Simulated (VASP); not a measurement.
TeP:

```
CELL_PARAMETERS angstrom
-2.24922 2.24922 3.00084
2.24922 -2.24922 3.00084
2.24922 2.24922 -3.00084
ATOMIC_POSITIONS crystal
Te 0.00000 0.00000 0.00000
P 0.25000 0.75000 0.50000
```

The cell was built by a generator and needn't be a form met in nature.

| Quantity | Value |
| --- | --- |
| Program | VASP 6.6.1 |
| Task | relaxation of cell and atoms |
| Functional | PBE |
| Potentials or basis | VASP PAW PBE potentials, release 64 (Te, P) |
| Cutoff | 600 eV |
| k mesh | 8 × 8 × 8 |
| Occupations | gaussian, width 0.05 eV |
| Spin | no spin polarisation |

At the start: pressure 3.1 GPa; volume 30.36 Å³/atom.

Where does the relaxation end?

Over 17 steps the energy falls by 188.0 meV/atom and the volume is 26.94 Å³/atom (-11.3 %); space group I-4m2 (No. 119, to 0.05 Å).

Step by step:
```csv
step,energy change (eV),largest force (eV/Å),pressure (GPa),volume (Å³)
1,0.0000,0.0000,3.15,60.72
2,-0.0508,0.0000,-0.66,66.11
3,-0.0514,0.0000,-0.34,65.55
4,-0.0630,0.0000,-0.37,65.38
5,-0.1071,0.0000,-0.55,64.78
6,-0.2002,0.0000,-1.10,63.10
7,-0.3061,0.0000,-3.99,57.67
8,-0.2799,0.0000,-2.19,61.16
9,-0.3180,0.0000,-3.26,59.54
10,-0.3220,0.0000,-3.26,59.24
11,-0.3308,0.0000,-3.26,58.35
12,-0.3333,0.0000,-3.17,56.53
13,-0.3348,0.0000,-3.25,57.38
14,-0.3455,0.0000,-2.86,56.85
15,-0.3683,0.0000,-1.50,55.29
16,-0.3666,0.0000,1.84,52.26
17,-0.3759,0.0000,-0.04,53.87
```

Final structure:
```
CELL_PARAMETERS angstrom
-2.53193 2.53193 2.10091
2.53193 -2.53193 2.10091
2.53193 2.53193 -2.10091
ATOMIC_POSITIONS crystal
Te 0.00000 0.00000 0.00000
P 0.25000 0.75000 0.50000
```
